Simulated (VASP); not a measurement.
Given:

```
AlIn3As4
1.0
    6.06627     0.00000     0.00000
    0.00000     6.06627     0.00000
    0.00000     0.00000     6.06627
In As Al
3 4 1
Direct
  0.00000   0.00000   0.00000
  0.50000   0.50000   0.00000
  0.50000   0.00000   0.50000
  0.23896   0.26104   0.26104
  0.76104   0.73896   0.26104
  0.76104   0.26104   0.73896
  0.23896   0.73896   0.73896
  0.00000   0.50000   0.50000
```

The numbers are results of PBE GGA, VASP's PBE PAW potentials (set 64) (plane waves; VASP), not measurements. Settings: 400 eV cut-off, Gaussian smearing of 0.050 eV, potentials In_d As Al.

Task: Give the energies of bands 23 to 36 at the high-symmetry points, in eV from the Fermi level.

Result: 
| band | Γ | X | M | R |
|---|---|---|---|---|
| 23 | -2.20 | -3.30 | -4.47 | -5.23 |
| 24 | -2.20 | -2.78 | -2.67 | -1.14 |
| 25 | -2.20 | -2.65 | -2.67 | -1.14 |
| 26 | -1.98 | -2.63 | -2.53 | -1.14 |
| 27 | -1.98 | -2.63 | -2.50 | -0.71 |
| 28 | -1.98 | -1.40 | -1.05 | -0.71 |
| 29 | -0.01 | -1.40 | -1.05 | -0.71 |
| 30 | -0.01 | -1.09 | -0.94 | -0.64 |
| 31 | -0.01 | -1.09 | -0.55 | -0.64 |
| 32 | 0.01 | 2.26 | 2.24 | 1.00 |
| 33 | 1.71 | 2.40 | 2.83 | 1.00 |
| 34 | 1.71 | 2.73 | 2.84 | 1.00 |
| 35 | 1.71 | 2.98 | 2.84 | 1.36 |
| 36 | 1.81 | 4.24 | 4.62 | 4.32 |

It has no gap at this level: it comes out as a metal or semimetal.

The structure was generated: AlIn3As4 was put into an ordered model structure (P-43m), which need not be its known phase. It was relaxed first, which changed the volume by +5 %.
